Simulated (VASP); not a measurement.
Method: PBEsol GGA, VASP's PBE PAW potentials (set 64) (plane waves; VASP).

The input files of a VASP run:

**KPOINTS**
```
Automatic mesh
0
Gamma
11 11 6
0 0 0
```

INCAR:
```
NELM = 100   ! most electronic steps
LREAL = .FALSE.   ! projection in real space or not
NFREE = 2
SIGMA = 0.1
POTIM = 0.015
LWAVE = .FALSE.
ENCUT = 530   ! plane-wave cut-off (eV)
PREC = Accurate
LASPH = .TRUE.   ! aspherical one-centre terms
EDIFF = 1E-7   ! SCF stop (eV)
ISMEAR = 1
LMAXMIX = 4   ! l cut-off of mixed one-centre charges
LCHARG = .FALSE.
SYSTEM = Y
IBRION = 6
GGA = PS
ALGO = Normal
ISIF = 3   ! ions, shape and volume
NSW = 1
```

**POSCAR**
```
Y
1
    1.8004523589    -3.1184752271    -0.0000000000
    1.8004523589     3.1184752271    -0.0000000000
    0.0000000000     0.0000000000     5.5441903172
Y
2
Direct
  0.3333330000   0.6666670000   0.2500000000
  0.6666670000   0.3333330000   0.7500000000
```

POTCAR, in this order: Y_sv (PBE.64 set). Program: vasp_std.

Output of the run:

### OSZICAR
```
       N       E                     dE             d eps       ncg     rms          rms(c)
DAV:   1     0.888623320229E+02    0.88862E+02   -0.11863E+04  1928   0.143E+03
DAV:   2    -0.640156334114E+01   -0.95264E+02   -0.94317E+02  2361   0.290E+02
DAV:   3    -0.139281124810E+02   -0.75265E+01   -0.74113E+01  3646   0.487E+01
DAV:   4    -0.140737036008E+02   -0.14559E+00   -0.14551E+00  2124   0.768E+00
DAV:   5    -0.140779037463E+02   -0.42001E-02   -0.41994E-02  2741   0.946E-01    0.340E+01
DAV:   6    -0.137190422569E+02    0.35886E+00   -0.45731E-01  1927   0.485E+00    0.211E+01
DAV:   7    -0.136590083491E+02    0.60034E-01   -0.89885E-01  2504   0.619E+00    0.189E+00
DAV:   8    -0.136465462555E+02    0.12462E-01   -0.17033E-01  2312   0.276E+00    0.976E-01
DAV:   9    -0.136458963430E+02    0.64991E-03   -0.49886E-03  2551   0.500E-01    0.423E-01
DAV:  10    -0.136459909158E+02   -0.94573E-04   -0.15705E-03  2091   0.410E-01    0.226E-01
DAV:  11    -0.136459629653E+02    0.27951E-04   -0.95109E-05  2709   0.965E-02    0.306E-02
DAV:  12    -0.136459595915E+02    0.33737E-05   -0.21394E-05  2165   0.460E-02    0.310E-02
DAV:  13    -0.136459606949E+02   -0.11034E-05   -0.72827E-06  2032   0.291E-02    0.239E-03
DAV:  14    -0.136459608538E+02   -0.15887E-06   -0.28632E-07  2457   0.335E-03    0.106E-03
DAV:  15    -0.136459607430E+02    0.11075E-06   -0.34846E-08  1184   0.194E-03    0.932E-04
DAV:  16    -0.136459607834E+02   -0.40422E-07   -0.47025E-09  1135   0.584E-04
   1 F= -.13645961E+02 E0= -.13647465E+02  d E =0.451320E-02
 Found     2 degrees of freedom:
 Adding 6 more for cell shape distortion
```

File OUTCAR:
```
------------------------ aborting loop because EDIFF is reached ----------------------------------------
  FORCE on cell =-STRESS in cart. coord.  units (eV):
  Direction    XX          YY          ZZ          XY          YZ          ZX
  --------------------------------------------------------------------------------------
  Total        0.0152913      0.0152913      0.0190264      0.0000000      0.0000000      0.0000000
  in kB        0.3935162      0.3935162      0.4896369      0.0000000      0.0000000      0.0000000
  external PRESSURE =       0.4255565 kB  Pullay stress =       0.0000000 kB
  volume of cell :       62.26
      direct lattice vectors                 reciprocal lattice vectors
     1.800452359 -3.118475227  0.000000000     0.277707987 -0.160334767  0.000000000
     1.800452359  3.118475227  0.000000000     0.277707987  0.160334767  0.000000000
     0.000000000  0.000000000  5.544190317     0.000000000  0.000000000  0.180368989
 POSITION                                       TOTAL-FORCE (eV/Angst)
 -----------------------------------------------------------------------------------
      1.80045      1.03949      1.38605         0.000000     -0.000000      0.000000
      1.80045     -1.03949      4.15814        -0.000000      0.000000      0.000000
 -----------------------------------------------------------------------------------
    total drift:                               -0.000063      0.000512     -0.000009
  FREE ENERGIE OF THE ION-ELECTRON SYSTEM (eV)
  ---------------------------------------------------
  free  energy   TOTEN  =       -13.6459607834 eV

  energy  without entropy=      -13.6504739824  energy(sigma->0) =      -13.64746518
```
(Selected blocks of OUTCAR.)

stdout:
```
...
 WAVECAR not read
 entering main loop
       N       E                     dE             d eps       ncg     rms          rms(c)
DAV:   1     0.888623320229E+02    0.88862E+02   -0.11863E+04  1928   0.143E+03
DAV:   2    -0.640156334114E+01   -0.95264E+02   -0.94317E+02  2361   0.290E+02
DAV:   3    -0.139281124810E+02   -0.75265E+01   -0.74113E+01  3646   0.487E+01
DAV:   4    -0.140737036008E+02   -0.14559E+00   -0.14551E+00  2124   0.768E+00
DAV:   5    -0.140779037463E+02   -0.42001E-02   -0.41994E-02  2741   0.946E-01    0.340E+01
DAV:   6    -0.137190422569E+02    0.35886E+00   -0.45731E-01  1927   0.485E+00    0.211E+01
DAV:   7    -0.136590083491E+02    0.60034E-01   -0.89885E-01  2504   0.619E+00    0.189E+00
DAV:   8    -0.136465462555E+02    0.12462E-01   -0.17033E-01  2312   0.276E+00    0.976E-01
DAV:   9    -0.136458963430E+02    0.64991E-03   -0.49886E-03  2551   0.500E-01    0.423E-01
DAV:  10    -0.136459909158E+02   -0.94573E-04   -0.15705E-03  2091   0.410E-01    0.226E-01
DAV:  11    -0.136459629653E+02    0.27951E-04   -0.95109E-05  2709   0.965E-02    0.306E-02
DAV:  12    -0.136459595915E+02    0.33737E-05   -0.21394E-05  2165   0.460E-02    0.310E-02
DAV:  13    -0.136459606949E+02   -0.11034E-05   -0.72827E-06  2032   0.291E-02    0.239E-03
DAV:  14    -0.136459608538E+02   -0.15887E-06   -0.28632E-07  2457   0.335E-03    0.106E-03
DAV:  15    -0.136459607430E+02    0.11075E-06   -0.34846E-08  1184   0.194E-03    0.932E-04
DAV:  16    -0.136459607834E+02   -0.40422E-07   -0.47025E-09  1135   0.584E-04
   1 F= -.13645961E+02 E0= -.13647465E+02  d E =0.451320E-02
 Found     2 degrees of freedom:
 Adding 6 more for cell shape distortion
 Finite differences POTIM= 0.01500 DOF=   8

 -----------------------------------------------------------------------------
|                     _     ____    _    _    _____     _                     |
|                    | |   |  _ \  | |  | |  / ____|   | |                    |
|                    | |   | |_) | | |  | | | |  __    | |                    |
|                    |_|   |  _ <  | |  | | | | |_ |   |_|                    |
|                     _    | |_) | | |__| | | |__| |    _                     |
|                    (_)   |____/   \____/   \_____|   (_)                    |
|                                                                             |
|                                                                             |
|     internal error in GENERATE_KPOINTS_TRANS: number of G-vector            |
|     changed in star 1721 1719                                               |
|                                                                             |
|     If you are not a developer, you should not encounter this problem.      |
|     Please submit a bug report.                                             |
|                                                                             |
 -----------------------------------------------------------------------------
```

VASP stops with an error: internal error in GENERATE_KPOINTS_TRANS: number of G-vector changed in star 1721 1719 If you are not a developer, you should not encounter this problem. Please submit a bug report.

The compound is Y in the hcp structure. It was relaxed first, which changed the volume by -6 %.
